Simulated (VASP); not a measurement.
Level of theory: RPBE GGA, VASP's PBE PAW potentials (set 64) (plane waves; VASP).

VASP input:

**INCAR**
```
SYSTEM = BaTiO3
PREC = Accurate
ENCUT = 520
EDIFF = 1E-6
NELM = 100
ALGO = Normal
LREAL = .FALSE.
LASPH = .TRUE.
ISMEAR = 0
SIGMA = 0.05
GGA = RP
LMAXMIX = 4
LWAVE = .FALSE.
LCHARG = .FALSE.
IBRION = 2
ISIF = 3
NSW = 60
EDIFFG = -0.02
```

### POSCAR
```
BaTiO3
1
    4.0147375588     0.0000000000     0.0000000000
    0.0000000000     4.0147375588    -0.0000000000
    0.0000000000     0.0000000000     4.3622675308
Ba Ti O
1 1 3
Direct
  0.0000000000   0.0000000000   0.0200140571
  0.5000000000   0.5000000000   0.5369009373
  0.5000000000   0.5000000000   0.9495446367
  0.0000000000   0.5000000000   0.4787701845
  0.5000000000   0.0000000000   0.4787701845
```

KPOINTS:
```
Automatic mesh
0
Gamma
5 5 5
0 0 0
```

POTCAR, in this order: Ba_sv Ti_sv O (PBE.64 set). Program: vasp_std.

What VASP printed:

**OSZICAR**
```
...
DAV:   3    -0.380491114414E+02    0.13819E-04   -0.10348E-04  1096   0.619E-02    0.128E-02
DAV:   4    -0.380491099598E+02    0.14816E-05   -0.21327E-05  1368   0.323E-02    0.707E-03
DAV:   5    -0.380491108759E+02   -0.91606E-06   -0.24651E-06   856   0.130E-02
   3 F= -.38049111E+02 E0= -.38049111E+02  d E =-.435651E-03
       N       E                     dE             d eps       ncg     rms          rms(c)
DAV:   1    -0.380498390812E+02   -0.72912E-03   -0.11229E-01   864   0.306E+00    0.180E-01
DAV:   2    -0.380497619815E+02    0.77100E-04   -0.62307E-03   968   0.617E-01    0.114E-01
DAV:   3    -0.380496268283E+02    0.13515E-03   -0.93095E-04  1216   0.216E-01    0.594E-02
DAV:   4    -0.380495645924E+02    0.62236E-04   -0.24292E-04  1360   0.144E-01    0.285E-02
DAV:   5    -0.380495608932E+02    0.36992E-05   -0.42139E-05  1184   0.509E-02    0.116E-02
DAV:   6    -0.380495600722E+02    0.82096E-06   -0.51969E-06  1024   0.166E-02
   4 F= -.38049560E+02 E0= -.38049560E+02  d E =-.449196E-03
       N       E                     dE             d eps       ncg     rms          rms(c)
DAV:   1    -0.380526089896E+02   -0.30481E-02   -0.10078E+00   864   0.916E+00    0.535E-01
DAV:   2    -0.380519220096E+02    0.68698E-03   -0.55661E-02   952   0.185E+00    0.343E-01
DAV:   3    -0.380507155783E+02    0.12064E-02   -0.83181E-03  1224   0.647E-01    0.176E-01
DAV:   4    -0.380501626676E+02    0.55291E-03   -0.21617E-03  1352   0.431E-01    0.867E-02
DAV:   5    -0.380501408441E+02    0.21824E-04   -0.37733E-04  1176   0.152E-01    0.366E-02
DAV:   6    -0.380501389996E+02    0.18444E-05   -0.47164E-05  1224   0.496E-02    0.170E-02
DAV:   7    -0.380501390996E+02   -0.99984E-07   -0.80526E-06  1152   0.230E-02
   5 F= -.38050139E+02 E0= -.38050139E+02  d E =-.102822E-02
       N       E                     dE             d eps       ncg     rms          rms(c)
DAV:   1    -0.380508560593E+02   -0.71706E-03   -0.87192E-02   912   0.307E+00    0.189E-01
DAV:   2    -0.380507252420E+02    0.13082E-03   -0.51170E-03   888   0.536E-01    0.113E-01
DAV:   3    -0.380504514940E+02    0.27375E-03   -0.67711E-04  1176   0.228E-01    0.299E-02
DAV:   4    -0.380504402924E+02    0.11202E-04   -0.10413E-04  1112   0.812E-02    0.966E-03
DAV:   5    -0.380504412765E+02   -0.98416E-06   -0.11241E-05  1080   0.228E-02    0.565E-03
DAV:   6    -0.380504413107E+02   -0.34138E-07   -0.26993E-06   704   0.127E-02
   6 F= -.38050441E+02 E0= -.38050441E+02  d E =-.302211E-03
       N       E                     dE             d eps       ncg     rms          rms(c)
DAV:   1    -0.380518722152E+02   -0.14309E-02   -0.25535E-01   912   0.525E+00    0.323E-01
DAV:   2    -0.380514876302E+02    0.38459E-03   -0.14989E-02   888   0.916E-01    0.193E-01
DAV:   3    -0.380506861299E+02    0.80150E-03   -0.19551E-03  1184   0.388E-01    0.509E-02
DAV:   4    -0.380506538860E+02    0.32244E-04   -0.29698E-04  1104   0.138E-01    0.165E-02
DAV:   5    -0.380506567872E+02   -0.29011E-05   -0.32698E-05  1072   0.390E-02    0.971E-03
DAV:   6    -0.380506569647E+02   -0.17758E-06   -0.79461E-06   976   0.213E-02
   7 F= -.38050657E+02 E0= -.38050657E+02  d E =-.517865E-03
       N       E                     dE             d eps       ncg     rms          rms(c)
DAV:   1    -0.380510254560E+02   -0.36867E-03   -0.11518E-01   984   0.391E+00    0.200E-01
DAV:   2    -0.380510965270E+02   -0.71071E-04   -0.93837E-03   896   0.775E-01    0.106E-01
DAV:   3    -0.380509740966E+02    0.12243E-03   -0.10500E-03  1256   0.221E-01    0.508E-02
DAV:   4    -0.380509346376E+02    0.39459E-04   -0.25603E-04  1360   0.139E-01    0.325E-02
DAV:   5    -0.380509308428E+02    0.37947E-05   -0.39373E-05  1240   0.520E-02    0.155E-02
DAV:   6    -0.380509306510E+02    0.19180E-06   -0.85080E-06  1344   0.195E-02
   8 F= -.38050931E+02 E0= -.38050931E+02  d E =-.273686E-03
       N       E                     dE             d eps       ncg     rms          rms(c)
DAV:   1    -0.380517423205E+02   -0.81148E-03   -0.80474E-01   984   0.103E+01    0.526E-01
DAV:   2    -0.380522320072E+02   -0.48969E-03   -0.65629E-02   896   0.205E+00    0.281E-01
DAV:   3    -0.380513843749E+02    0.84763E-03   -0.72997E-03  1256   0.584E-01    0.135E-01
DAV:   4    -0.380511122348E+02    0.27214E-03   -0.18174E-03  1360   0.371E-01    0.871E-02
DAV:   5    -0.380510927699E+02    0.19465E-04   -0.27473E-04  1240   0.137E-01    0.418E-02
DAV:   6    -0.380510986360E+02   -0.58661E-05   -0.59441E-05  1408   0.516E-02    0.215E-02
DAV:   7    -0.380510995024E+02   -0.86631E-06   -0.11212E-05  1176   0.256E-02    0.722E-03
DAV:   8    -0.380510988910E+02    0.61133E-06   -0.19378E-06   888   0.117E-02
   9 F= -.38051099E+02 E0= -.38051099E+02  d E =-.441926E-03
       N       E                     dE             d eps       ncg     rms          rms(c)
DAV:   1    -0.380511795213E+02   -0.80019E-04   -0.58038E-02   992   0.278E+00    0.142E-01
DAV:   2    -0.380512127359E+02   -0.33215E-04   -0.47395E-03   896   0.550E-01    0.754E-02
DAV:   3    -0.380511510027E+02    0.61733E-04   -0.51826E-04  1304   0.156E-01    0.355E-02
DAV:   4    -0.380511324224E+02    0.18580E-04   -0.12388E-04  1360   0.966E-02    0.232E-02
DAV:   5    -0.380511325048E+02   -0.82401E-07   -0.19815E-05  1240   0.371E-02    0.109E-02
DAV:   6    -0.380511343618E+02   -0.18570E-05   -0.40716E-06  1224   0.136E-02    0.558E-03
DAV:   7    -0.380511353497E+02   -0.98783E-06   -0.64029E-07   520   0.671E-03
  10 F= -.38051135E+02 E0= -.38051135E+02  d E =-.478385E-03
       N       E                     dE             d eps       ncg     rms          rms(c)
DAV:   1    -0.380518673017E+02   -0.73294E-03   -0.17276E-01   864   0.318E+00    0.213E-01
DAV:   2    -0.380516233828E+02    0.24392E-03   -0.63477E-03  1016   0.630E-01    0.107E-01
DAV:   3    -0.380514283960E+02    0.19499E-03   -0.10292E-03  1208   0.210E-01    0.474E-02
DAV:   4    -0.380513987917E+02    0.29604E-04   -0.24971E-04  1400   0.116E-01    0.281E-02
DAV:   5    -0.380513955872E+02    0.32044E-05   -0.29070E-05  1264   0.496E-02    0.128E-02
DAV:   6    -0.380513951467E+02    0.44049E-06   -0.10191E-05  1376   0.241E-02    0.951E-03
DAV:   7    -0.380513945529E+02    0.59380E-06   -0.23865E-06   824   0.131E-02
  11 F= -.38051395E+02 E0= -.38051395E+02  d E =-.259203E-03
       N       E                     dE             d eps       ncg     rms          rms(c)
DAV:   1    -0.380523916021E+02   -0.99646E-03   -0.32699E-01   864   0.438E+00    0.291E-01
DAV:   2    -0.380519349870E+02    0.45662E-03   -0.11967E-02  1016   0.865E-01    0.147E-01
DAV:   3    -0.380515682383E+02    0.36675E-03   -0.19527E-03  1208   0.289E-01    0.651E-02
DAV:   4    -0.380515127293E+02    0.55509E-04   -0.47331E-04  1400   0.160E-01    0.388E-02
DAV:   5    -0.380515077189E+02    0.50104E-05   -0.55626E-05  1256   0.684E-02    0.178E-02
DAV:   6    -0.380515075944E+02    0.12452E-06   -0.19704E-05  1400   0.334E-02    0.133E-02
DAV:   7    -0.380515071045E+02    0.48988E-06   -0.49812E-06  1152   0.183E-02
  12 F= -.38051507E+02 E0= -.38051507E+02  d E =-.371755E-03
       N       E                     dE             d eps       ncg     rms          rms(c)
DAV:   1    -0.380513995362E+02    0.10806E-03   -0.13584E-01   864   0.273E+00    0.117E-01
DAV:   2    -0.380516733327E+02   -0.27380E-03   -0.42820E-03  1080   0.459E-01    0.771E-02
DAV:   3    -0.380516495790E+02    0.23754E-04   -0.27313E-04  1304   0.124E-01    0.313E-02
DAV:   4    -0.380516416287E+02    0.79502E-05   -0.59044E-05  1280   0.654E-02    0.159E-02
DAV:   5    -0.380516411410E+02    0.48778E-06   -0.12647E-05  1176   0.309E-02    0.591E-03
DAV:   6    -0.380516417681E+02   -0.62713E-06   -0.13243E-06   648   0.110E-02
  13 F= -.38051642E+02 E0= -.38051642E+02  d E =-.134664E-03
```

**OUTCAR**
```
------------------------ aborting loop because EDIFF is reached ----------------------------------------
  FORCE on cell =-STRESS in cart. coord.  units (eV):
  Direction    XX          YY          ZZ          XY          YZ          ZX
  --------------------------------------------------------------------------------------
  Total       -0.0088122     -0.0088122     -0.0067362      0.0000000      0.0000000      0.0000000
  in kB       -0.1980159     -0.1980159     -0.1513657      0.0000000      0.0000000      0.0000000
  external PRESSURE =      -0.1824658 kB  Pullay stress =       0.0000000 kB
  volume of cell :       71.30
      direct lattice vectors                 reciprocal lattice vectors
     3.998696176  0.000000000  0.000000000     0.250081516  0.000000000  0.000000000
     0.000000000  3.998696176  0.000000000     0.000000000  0.250081516  0.000000000
     0.000000000 -0.000000000  4.459218248     0.000000000 -0.000000000  0.224254554
 POSITION                                       TOTAL-FORCE (eV/Angst)
 -----------------------------------------------------------------------------------
      0.00000     -0.00000      0.12254         0.000000      0.000000     -0.001931
      1.99935      1.99935      2.40921        -0.000000      0.000000     -0.002166
      1.99935      1.99935      4.20355         0.000000      0.000000     -0.007905
      0.00000      1.99935      2.12610         0.000000     -0.000000      0.006001
      1.99935     -0.00000      2.12610         0.000000     -0.000000      0.006001
 -----------------------------------------------------------------------------------
    total drift:                                0.000000      0.000000     -0.000451
  FREE ENERGIE OF THE ION-ELECTRON SYSTEM (eV)
  ---------------------------------------------------
  free  energy   TOTEN  =       -38.0516417681 eV

  energy  without entropy=      -38.0516417681  energy(sigma->0) =      -38.05164177

 reached required accuracy - stopping structural energy minimisation
```
(Selected blocks of OUTCAR.)

File CONTCAR:
```
BaTiO3
   1.00000000000000
     3.9986961755921651    0.0000000000000000    0.0000000000000000
     0.0000000000000000    3.9986961755921651    0.0000000000000000
     0.0000000000000000   -0.0000000000000000    4.4592182479188844
  Ba              Ti              O
     1     1     3
Direct
     0.0000000000000000    0.0000000000000000    0.0274811994464337
     0.5000000000000000    0.5000000000000000    0.5402763465069789
     0.5000000000000000    0.5000000000000000    0.9426657517492012
     0.0000000000000000    0.5000000000000000    0.4767883511986898
     0.5000000000000000    0.0000000000000000    0.4767883511986898
```

The compound is BaTiO3 in the tetragonal perovskite structure. This run relaxes it. Symmetry was kept, so distortions that lower it aren't found. The start is the result of an earlier pass.
